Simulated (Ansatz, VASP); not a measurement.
# Cross-check of AlNi between VASP and Ansatz

One calculation is typed for both programs; each brings its own data sets. How far apart do they land? The cell is taken from a series of runs on this material, whose earlier steps may have relaxed, scaled, displaced or heated it; both programs get it as it stands.

Program: Ansatz 0.2.0. Level of theory: plane waves, with VASP 6.6.1 beside it; zone-centre phonons at LDA. Results are calculated unless marked as measured.

### Step 1. Starting point

The structure is trigonal, space group R-3m (No. 166). The conventional cell has a = 4.165 Å, b = 4.165 Å, c = 4.818 Å, α = 90.00°, β = 90.00°, γ = 120.00°. Nearest to Al lie 8 Ni at 2.41 to 2.54 Å. Nearest to Ni lie 8 Al at 2.41 to 2.54 Å. Farther neighbours are not listed.

### Step 2. Ansatz: zone-centre phonons, LDA

Ansatz runs on its PAW soft_1 files.

Second derivatives magnify differences that forces hide, and they need a tight electronic threshold.

input.yaml

```yaml
crystal:
  lattice:
    - [2.8907020737, -0.054491212, -0.054491212]
    - [-0.054491212, 2.8907020737, -0.054491212]
    - [-0.054491212, -0.054491212, 2.8907020737]
  atoms:
    - { symbol: Al, position: [0.0, 0.0, 0.0] }
    - { symbol: Ni, position: [0.5, 0.5, 0.5] }
kpoints:
  mp_grid: { grid: [16, 16, 16] }
hamiltonian:
  xc: lda
  pseudopotentials: { kind: paw, azcp: { folder: soft_1 }, xc_functional: pbe }
scf:
  occupations: { method: methfessel_paxton, width: 0.2 }
output:
  eigenvalues: true
phonons:
  method: dfpt
```

The run is started by

```sh
ansatz run input.yaml --threads 4 --pin off --max-ram 10240MiB --backend cpu --events-out ev --progress --plain --runs-dir out
```

Numbers of over 12 decimals in the logs are rounded to 6 here.

What it wrote:

```text
Engine: ansatz 0.2.0, aarch64-unknown-linux-gnu
Pseudopotentials: kind: paw
Pseudopotential: Al, paw, valence charge 3, recommended cutoff 420 eV (normal), soft_1/Al.paw.azcp
Pseudopotential: Ni, paw, valence charge 18, recommended cutoff 420 eV (normal), soft_1/Ni.paw.azcp
Functional definition: SPW92
  exchange = slater_x
  correlation = pw_c
Crystal: 2 atoms, lattice volume = 24.129 Å³
Basis set: ecut = 420 eV, 461 PW (Γ), exchange–correlation on 40×40×40 points (8 copies of the dense FFT grid, shifted against one another)
Bands: 15, of which v1, the nominal top of the filled ones, is band 11 counted from 1 (10 counted from 0)
Symmetry: 12 space group operations
k-points: 1098 of 4096 (irreducible under 2 space group operations, time reversal used)
Non-local potential: Al, projectors of the file, l = 0: 2, l = 1: 2, l = 2: 1
Non-local potential: Ni, projectors of the file, l = 0: 3, l = 1: 2, l = 2: 3, l = 3: 1
PAW form: soft (Blöchl's): semilocal exchange-correlation on the pseudo side does not see the compensation charge
PAW frozen core: Al, regenerated for the run's functional, and the local potential with it (the file was generated under x = pbe(κ = 0.804, μ = 0.219515), c = pbe(β = 0.066725))
PAW frozen core: Ni, regenerated for the run's functional, and the local potential with it (the file was generated under x = pbe(κ = 0.804, μ = 0.219515), c = pbe(β = 0.066725))
PAW one-centre angular grid: Al, 110 points (default); XC on 64 Gauss nodes
PAW one-centre angular grid: Ni, 590 points (default); XC on 64 Gauss nodes
Initial density: superposition of atomic densities (chi_scale 0.1, normalization cell, long waves kept (reshape's long-wave potential 0.00 eV rms))
Initial wavefunctions: pseudopotential atomic-orbital guess
Functional: x = slater, c = lda
SCF iter   1: F=—  HF=-6288.029346 eV  |F-HF|=—  |Δ(HF+E_count)|=         —  Δρ=8.66e-2  dr2=1.83e0  ethr=3.10e-3  ⟨swp⟩=4.0  Hψ=72949  notcnv=0
preconditioner: auto → none  [metal: Δε(μ)=0.021 eV  Ē_g=10.087 eV  σ=0.200 eV  W_gap=0.09  n_scr=6 (ndim 8)  ℏωp=27.3 eV  f_vac=0.000  D(μ)=0.61/eV (n_scr^D=0)  sad-step TF]
SCF iter   2: F=—  HF=-6287.828455 eV  |F-HF|=—  |Δ(HF+E_count)|=   2.01e-1  S|Δr|=    0.00e0  Δρ=6.30e-2  dr2=1.05e0  ethr=3.10e-3  ⟨swp⟩=2.0  Hψ=29656  notcnv=0  defer=271
SCF iter   3: F=—  HF=-6287.612261 eV  |F-HF|=—  |Δ(HF+E_count)|=   2.16e-1  S|Δr|=    0.00e0  Δρ=2.44e-2  dr2=1.30e-1  ethr=3.10e-3  ⟨swp⟩=2.0  Hψ=20980  notcnv=0  defer=271
SCF iter   4: F=—  HF=-6287.590577 eV  |F-HF|=—  |Δ(HF+E_count)|=   2.17e-2  S|Δr|=    0.00e0  Δρ=5.50e-3  dr2=4.35e-3  ethr=6.20e-4  ⟨swp⟩=2.0  Hψ=29127  notcnv=0  defer=243
SCF iter   5: F=—  HF=-6287.590434 eV  |F-HF|=—  |Δ(HF+E_count)|=   1.42e-4  S|Δr|=    0.00e0  Δρ=9.80e-4  dr2=1.16e-4  ethr=2.07e-5  ⟨swp⟩=2.3  Hψ=21911  notcnv=0  defer=242
SCF iter   6: F=—  HF=-6287.590412 eV  |F-HF|=—  |Δ(HF+E_count)|=   2.20e-5  S|Δr|=    0.00e0  Δρ=2.33e-4  dr2=7.84e-6  ethr=5.53e-7  ⟨swp⟩=2.6  Hψ=27108  notcnv=0  defer=242
SCF iter   7: F=—  HF=-6287.590405 eV  |F-HF|=—  |Δ(HF+E_count)|=   7.21e-6  S|Δr|=    0.00e0  Δρ=3.12e-5  dr2=1.58e-7  ethr=3.73e-8  ⟨swp⟩=2.3  Hψ=21685  notcnv=0  defer=242
SCF iter   8: F=—  HF=-6287.590427 eV  |F-HF|=—  |Δ(HF+E_count)|=   2.15e-5  S|Δr|=    0.00e0  Δρ=9.82e-7  dr2=1.80e-10  ethr=7.53e-10  ⟨swp⟩=2.2  Hψ=23369  notcnv=0  defer=242
SCF iter   9: F=-6287.590427 eV  HF=-6287.590427 eV  |F-HF|=4.55e-12  |Δ(HF+E_count)|=  3.37e-11  S|Δr|=    0.00e0  Δρ=8.51e-8  dr2=1.51e-12  ethr=1.00e-12  ⟨swp⟩=7.0  Hψ=72721  notcnv=0
SCF 1 converged in 9 iterations: F = -6287.590427 eV  dr2 = 1.51e-12
  greatest PAW one-centre occupation: 1.001 electrons in one spin orbital (limit 2), on the Ni atom at site 1 (counted from 0), in its partial waves of l = 1
DFPT response loops at Γ: preconditioner auto → Kerker (q_TF=auto, 2.666 Å⁻¹) (partly filled bands, converged f_vac=0.000); β = 1.00, the filter's whole step (`scf.mixing.beta` (0.50) is not read by the response loops under this deck's `scf.mixing.preconditioner`; to damp them name `kerker` or `kerker_dos`, under which they read `scf.mixing.beta`, and type it under 1.00, their step now; both keys bind the ground state too); Broyden in place of MSR1
SCF converged after 9 iterations
Stability not checked: this state was not tested for a lower state beside it, because cold or Methfessel-Paxton smearing, or corrected tetrahedra, fill the levels in a way that the test cannot read (fill_not_monotonic; see scf.lower_state_search)
Free energy (F): -6287.590427 eV
Harris-Foulkes:  -6287.590427 eV  (|F-HF|=4.55e-12)
Internal energy: -6287.591838 eV  (E = F + TS)
E sigma→0 (E₀):  -6287.590779 eV
Entropy (-TS):   0.001411 eV (0.706 meV/atom)
Fermi energy:    13.377296 eV
--- Per-component energies (eV) ---
  E_band       = -344.415734
  E_kinetic    = 368.570000
  E_local      = -3764.871362  (includes V_loc(G=0)·N_el)
  E_nonlocal   = -101.949660
  E_hartree    = 1968.805758
  E_xc         = -151.328416
  E_vxc        = -177.285545  (∫ρ·V_xc dr)
  E_paw        = -2037.484147  (= ΣΔE_a)
  E_vpaw       = -606.491533  (= ΣTr[D̂ρ^β])
  E_aug_tail   = 0.000845  (compensation charges beyond the density's cutoff)
  E_ewald      = -2569.824692
  E_core_change = 0.489838  (= ΣΔE_core)
  E_smearing   = 0.001411  (= −TS)
  E_closure    = 0.000000  (closes the sum)
  Σ components = -6287.590427   (vs F -6287.590427, Δ=0.00e0)
--- Band table (eV; the first three rows and the last of 1098) ---
  k-point 0: bands = [... 7 lower, 11.7297, 11.8864, 11.8864, 18.5484, 18.9559, 18.9559, 21.5675, 21.5675]
  k-point 1: bands = [... 7 lower, 11.7078, 11.8567, 11.8794, 18.0142, 18.8179, 19.0458, 21.5734, 22.2554]
  k-point 2: bands = [... 7 lower, 11.6356, 11.7746, 11.8725, 16.6799, 19.0660, 19.3084, 21.5918, 23.3397]
  k-point 1097: bands = [... 7 lower, 12.3938, 12.3938, 15.1404, 15.1404, 15.5638, 17.2635, 17.6485, 17.6485]
--- Phonons (Γ-DFPT): 2 representative perturbations + reference, on 1098 of 4096 k-points (Σ response iterations 6) ---
  k mesh reduced under 2 symmetry operations, with k and −k counted as one. Each operation leaves every solved perturbation unchanged. A smaller set is not used because it would not reduce the number of displacements times k-points to solve
  ASR residual: 3.651e-5 → 0.000e0 eV/Å²; symmetrization residual: 1.457e-6 eV/Å²
  ASR residual per site (eV/Å²): 3.65e-5 2.76e-5
  Γ frequencies (cm⁻¹): 0.00 0.00 0.00 241.75 241.75 326.57
  non-analytic LO–TO correction: not included (Born effective charges unavailable; polar crystals: no LO–TO splitting at Γ)
```

The column dr2 measures how far the density is from self-consistency, as an energy; F and HF (Harris–Foulkes) agree once it is small.

### Step 3. VASP: zone-centre phonons, LDA

The same cell, functional (in two slightly different forms), mesh and smearing now go to VASP, with its own data sets.

Lines of VASP's logs that name or quote its potential files are left out, and so is its time.

INCAR

```
SYSTEM = AlNi
PREC = Accurate
ENCUT = 600
EDIFF = 1E-08
NELM = 120
ISMEAR = 1
SIGMA = 0.2
LREAL = .FALSE.
ALGO = Normal
GGA = CA
NBANDS = 12
LASPH = .TRUE.
LORBIT = 11
LWAVE = .FALSE.
LCHARG = .FALSE.
ISIF = 2
IBRION = 8
GGA_COMPAT = .FALSE.
KPAR = 2
```

POSCAR

```
AlNi
1.0
    2.8907020737     -0.0544912120     -0.0544912120
   -0.0544912120      2.8907020737     -0.0544912120
   -0.0544912120     -0.0544912120      2.8907020737
Al Ni
1 1
Direct
    0.0000000000      0.0000000000      0.0000000000
    0.5000000000      0.5000000000      0.5000000000
```

KPOINTS

```
Automatic mesh
0
Gamma
16 16 16
0 0 0
```

The projector-augmented-wave data sets are Al and Ni (LDA family, release 64).

The run is started by

```sh
mpirun -np 2 vasp_std
```

What it wrote:

```text
[banner, memory and clock lines left out]
running    2 mpi-ranks, on    1 nodes
 distrk:  each k-point on    1 cores,    2 groups
 distr:  one band on    1 cores,    1 groups

 POSCAR found type information on POSCAR AlNi
 POSCAR found :  2 types and       2 ions
 LDA part: xc-table for (Slater(with rela. corr.)+CA(PZ))
 , standard interpolation
 POSCAR, INCAR and KPOINTS ok, starting setup
 FFT: planning ... GRIDC
 FFT: planning ... GRID_SOFT
 FFT: planning ... GRID
 WAVECAR not read
 entering main loop
       N       E                     dE             d eps       ncg     rms          rms(c)
DAV:   1     0.429026078623E+02    0.42903E+02   -0.61649E+03 10064   0.128E+03
DAV:   2    -0.117062474542E+02   -0.54609E+02   -0.50464E+02 10308   0.206E+02
DAV:   3    -0.134607979667E+02   -0.17546E+01   -0.17339E+01 12060   0.434E+01
DAV:   4    -0.134840571030E+02   -0.23259E-01   -0.23249E-01 11088   0.446E+00
DAV:   5    -0.134846349615E+02   -0.57786E-03   -0.57784E-03 12076   0.785E-01    0.116E+01
DAV:   6    -0.152538721656E+02   -0.17692E+01   -0.46602E+01 11140   0.109E+02    0.150E+01
DAV:   7    -0.121460140559E+02    0.31079E+01   -0.13968E+01 11308   0.657E+01    0.103E+00
DAV:   8    -0.121312250828E+02    0.14789E-01   -0.32285E-01 12232   0.646E+00    0.979E-01
DAV:   9    -0.121163094833E+02    0.14916E-01   -0.45782E-02 12184   0.311E+00    0.168E-01
DAV:  10    -0.121159262305E+02    0.38325E-03   -0.11606E-03 12168   0.488E-01    0.722E-02
DAV:  11    -0.121159255986E+02    0.63191E-06   -0.40084E-05 11740   0.537E-02    0.214E-02
DAV:  12    -0.121159251328E+02    0.46578E-06   -0.29255E-06 12152   0.271E-02    0.472E-03
DAV:  13    -0.121159248897E+02    0.24310E-06   -0.62287E-07 15472   0.775E-03    0.151E-03
DAV:  14    -0.121159248847E+02    0.50295E-08   -0.83283E-08 11708   0.356E-03
   1 F= -.12115925E+02 E0= -.12116382E+02  d E =0.137140E-02
 Linear response reoptimize wavefunctions to high precision
DAV:   1    -0.121159248835E+02    0.11764E-08   -0.87951E-09 11304   0.135E-03
DAV:   2    -0.121159248835E+02   -0.19554E-10   -0.98601E-11  5812   0.947E-05
 Linear response DOF=           2
 Linear response progress:
  Degree of freedom:   1/  2
       N       E                     dE             d eps       ncg     rms          rms(c)
RMM:   1    -0.567267044229E-02   -0.56727E-02    0.30108E-03 59384   0.634E-01
RMM:   2    -0.539859585003E-02    0.27407E-03   -0.61601E-05 38706   0.228E-01    0.585E-02
RMM:   3    -0.538221527654E-02    0.16381E-04   -0.10193E-04 42906   0.817E-02    0.288E-02
RMM:   4    -0.544116528724E-02   -0.58950E-04   -0.40983E-05 42453   0.492E-02    0.590E-03
RMM:   5    -0.544334743818E-02   -0.21822E-05   -0.30292E-06 44097   0.120E-02    0.162E-03
RMM:   6    -0.544248869089E-02    0.85875E-06   -0.15796E-07 40252   0.452E-03    0.121E-03
RMM:   7    -0.544228595923E-02    0.20273E-06   -0.31033E-08 39991   0.231E-03    0.619E-04
RMM:   8    -0.544232298748E-02   -0.37028E-07   -0.86038E-09 46417   0.638E-04    0.203E-04
RMM:   9    -0.544242806162E-02   -0.10507E-06   -0.56203E-10 46536   0.176E-04    0.750E-05
RMM:  10    -0.544240407279E-02    0.23989E-07   -0.38492E-11 45675   0.660E-05    0.540E-06
RMM:  11    -0.544241414347E-02   -0.10071E-07   -0.18126E-10 47062   0.278E-05    0.208E-06
RMM:  12    -0.544241310493E-02    0.10385E-08   -0.14918E-10 46281   0.131E-05    0.723E-07
 first order change of Fermi-energy  -0.17304E-03
 force on displaced ion       1 direction 1 :  -5.144  -1.110  -1.110
 Linear response progress:
  Degree of freedom:   2/  2
       N       E                     dE             d eps       ncg     rms          rms(c)
RMM:   1    -0.187858739308E+00   -0.18786E+00   -0.10084E-01 39149   0.269E+00
RMM:   2    -0.186502709463E+00    0.13560E-02   -0.16996E-03 39061   0.515E-01    0.122E-01
RMM:   3    -0.186522509515E+00   -0.19800E-04   -0.14239E-04 41996   0.101E-01    0.722E-02
RMM:   4    -0.186897019867E+00   -0.37451E-03   -0.15944E-04 45159   0.976E-02    0.518E-03
RMM:   5    -0.186882254282E+00    0.14766E-04   -0.33255E-06 46309   0.192E-02    0.338E-03
RMM:   6    -0.186879604257E+00    0.26500E-05   -0.26515E-07 41508   0.658E-03    0.235E-03
RMM:   7    -0.186873389485E+00    0.62148E-05   -0.11712E-07 46093   0.360E-03    0.553E-04
RMM:   8    -0.186868931257E+00    0.44582E-05   -0.11168E-08 47550   0.833E-04    0.814E-05
RMM:   9    -0.186868702803E+00    0.22845E-06   -0.37737E-09 48635   0.197E-04    0.255E-05
RMM:  10    -0.186868458484E+00    0.24432E-06   -0.34353E-09 49216   0.787E-05    0.676E-06
RMM:  11    -0.186868467081E+00   -0.85971E-08   -0.34850E-09 48664   0.508E-05    0.934E-07
 first order change of Fermi-energy  -0.89348E-03
 force on displaced ion       2 direction 1 :  -5.160  -1.120  -1.120
 Linear response finished
```

Parts of OUTCAR (step 3):

```text
ion  position               nearest neighbor table
   1  0.000  0.000  0.000-   2 2.41   2 2.41   2 2.54   2 2.54   2 2.54   2 2.54   2 2.54   2 2.54

  LATTYP: Found a trigonal (rhomboedric) cell.
 ALAT       =     2.8917290785
 COS(alpha) =    -0.0373191586

 Subroutine GETGRP returns: Found 12 space group operations
 (whereof 12 operations were pure point group operations)

The static configuration has the point symmetry D_3d.

 Found    417 irreducible k-points:

   k-points           NKPTS =    417   k-points in BZ     NKDIM =    417   number of bands    NBANDS=     12

   dimension x,y,z NGX =    24 NGY =   24 NGZ =   24
   dimension x,y,z NGXF=    48 NGYF=   48 NGZF=   48

   ENCUT  =  600.0 eV  44.10 Ry    6.64 a.u.   5.78  5.78  5.78*2*pi/ulx,y,z

   NELECT =      13.0000    total number of electrons

 k-points in reciprocal lattice and weights: Automatic mesh
   0.00000000  0.00000000  0.00000000       0.000
   0.06250000 -0.00000000 -0.00000000       0.001
   0.12500000 -0.00000000 -0.00000000       0.001
   0.18750000  0.00000000  0.00000000       0.001
   0.25000000 -0.00000000 -0.00000000       0.001
   0.31250000 -0.00000000  0.00000000       0.001
   0.37500000  0.00000000  0.00000000       0.001
   0.43750000 -0.00000000  0.00000000       0.001
   0.50000000 -0.00000000 -0.00000000       0.001
[...]
-0.43750000  0.50000000  0.43750000       0.001
   0.50000000  0.50000000  0.50000000       0.000

 average (electrostatic) potential at core
       1 -68.5449       2 -81.6249

  Total       -1.3524314     -1.3524314     -1.3524314      0.7012003      0.7012003      0.7012003
  in kB      -89.8017669    -89.8017669    -89.8017669     46.5598623     46.5598623     46.5598623
  external PRESSURE =     -89.8017669 kB  Pullay stress =       0.0000000 kB

  energy-cutoff  :      600.00
  volume of cell :       24.13
      direct lattice vectors                 reciprocal lattice vectors
     2.890702074 -0.054491212 -0.054491212     0.346187479  0.006651189  0.006651189
    -0.054491212  2.890702074 -0.054491212     0.006651189  0.346187479  0.006651189
    -0.054491212 -0.054491212  2.890702074     0.006651189  0.006651189  0.346187479

 POSITION                                       TOTAL-FORCE (eV/Angst)
 -----------------------------------------------------------------------------------
      0.00000      0.00000      0.00000         0.000000      0.000000     -0.000000
      1.39086      1.39086      1.39086        -0.000000     -0.000000      0.000000
 -----------------------------------------------------------------------------------
    total drift:                                0.000000      0.000000     -0.000000

 Eigenvectors and eigenvalues of the dynamical matrix
 ----------------------------------------------------

   1 f  =    9.875229 THz    62.047891 2PiTHz  329.402168 cm-1    40.840645 meV
             X         Y         Z           dx          dy          dz
      0.000000  0.000000  0.000000     0.477503    0.477503    0.477503
      1.390860  1.390860  1.390860    -0.324537   -0.324537   -0.324537

   2 f  =    7.305401 THz    45.901189 2PiTHz  243.681950 cm-1    30.212698 meV
             X         Y         Z           dx          dy          dz
      0.000000  0.000000  0.000000    -0.675445    0.323119    0.352326
      1.390860  1.390860  1.390860     0.458285   -0.219234   -0.239051

   3 f  =    7.305401 THz    45.901189 2PiTHz  243.681950 cm-1    30.212698 meV
             X         Y         Z           dx          dy          dz
      0.000000  0.000000  0.000000    -0.016863    0.593384   -0.576521
      1.390860  1.390860  1.390860     0.011441   -0.402607    0.391166

   4 f/i=    0.002334 THz     0.014667 2PiTHz    0.077865 cm-1     0.009654 meV
             X         Y         Z           dx          dy          dz
      0.000000  0.000000  0.000000    -0.130363    0.445801   -0.315438
      1.390860  1.390860  1.390860    -0.192137    0.657046   -0.464909

   5 f/i=    0.002334 THz     0.014667 2PiTHz    0.077865 cm-1     0.009654 meV
             X         Y         Z           dx          dy          dz
      0.000000  0.000000  0.000000     0.439501   -0.106853   -0.332649
      1.390860  1.390860  1.390860     0.647761   -0.157485   -0.490276

   6 f/i=    0.011008 THz     0.069168 2PiTHz    0.367202 cm-1     0.045527 meV
             X         Y         Z           dx          dy          dz
      0.000000  0.000000  0.000000    -0.324537   -0.324537   -0.324537
      1.390860  1.390860  1.390860    -0.477503   -0.477503   -0.477503

 ELASTIC MODULI CONTR FROM IONIC RELAXATION (kBar)
 Direction    XX          YY          ZZ          XY          YZ          ZX
 --------------------------------------------------------------------------------
 XX           0.0000      0.0000      0.0000      0.0000      0.0000      0.0000
 YY           0.0000      0.0000      0.0000      0.0000      0.0000      0.0000
 ZZ           0.0000      0.0000      0.0000      0.0000      0.0000      0.0000
 XY           0.0000      0.0000      0.0000      0.0000      0.0000      0.0000
 YZ           0.0000      0.0000      0.0000      0.0000      0.0000      0.0000
 ZX           0.0000      0.0000      0.0000      0.0000      0.0000      0.0000
 --------------------------------------------------------------------------------
```

This run has no spin polarisation, so a moment on Ni, if there is one, isn't seen. Its electron count is odd, so without a moment it is a metal by construction.

### Step 4. Differences

Known differences besides the potentials themselves: the two LDA forms differ slightly; the data sets hold 21 valence electrons in Ansatz (on its PAW soft_1 files) and 13 in VASP; the cutoff is 420 eV in Ansatz and 600 eV in VASP; VASP's log shows a relativistic correction to its local exchange, Ansatz's none. Total energies have different zeros and are not compared.

The two programs side by side:

| quantity | Ansatz | VASP | difference |
| --- | --- | --- | --- |
| optical mode 1 to 2 (cm⁻¹) | 241.8 | 243.7 | -0.79 % |
| optical mode 3 (cm⁻¹) | 326.6 | 329.4 | -0.86 % |

Modes are paired by rising frequency, not by their patterns, so a pair may set unlike modes beside each other; they are those without the splitting of longitudinal modes.

### Step 5. Outcome

```
r.m.s. difference of the optical zone-centre modes, each program's sorted by frequency (zone-centre phonons, LDA) : 2.3 cm⁻¹
difference in optical mode 3 (zone-centre phonons, LDA)                                                           : -0.9 %
```

What this shows: The r.m.s. difference of the optical zone-centre modes, each program's sorted by frequency is 2.3 cm⁻¹ (zone-centre phonons, LDA). The data sets hold unlike numbers of valence electrons (21 in Ansatz and 13 in VASP), so part of the differences comes from the potentials. Among the rows given in per cent, the largest difference of the zone-centre phonons, LDA pair is in optical mode 3, -0.9 %. How closely two codes agree says nothing of how well the functional describes the real material.

[Lines on the potential files, build, host, timing and source positions are cut from VASP's logs without a mark.]

[Logs are printed without paths, hosts, clocks, repeated set-up lines and the standing remarks that a program may print on its own settings, such as how far it seeks lower states.]

[Hosts, paths, dates, database ids (printed as entryN), source tags and the programs' standing remarks are cut or masked in the printed files.]
